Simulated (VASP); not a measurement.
A cell of Al (fcc) near equilibrium:

```
Al
1.0
    0.00000     2.01772     2.01772
    2.01772     0.00000     2.01772
    2.01772     2.01772     0.00000
Al
1
Direct
  0.00000   0.00000   0.00000
```

Calculation: PBE GGA, VASP's PBE PAW potentials (set 64) (plane waves; VASP 6.6.1).

```tsv
run	ΔE (meV/atom)	σxx	σyy	σzz	largest shear component, with its sign (GPa)	largest force (eV/Å)
as it is	0.0	0.02	0.02	0.02	0.00	0.000
after one change	0.9	-1.14	-1.14	-1.14	0.00	0.000
```
Stress is in GPa, positive when the cell is compressed.

Which change was made?
A) isotropic strain of -0.5 %
B) isotropic strain of +3.0 %
C) isotropic strain of +1.5 %
D) isotropic strain of +0.5 %

D, isotropic strain of +0.5 %

The compound is Al in the fcc structure.
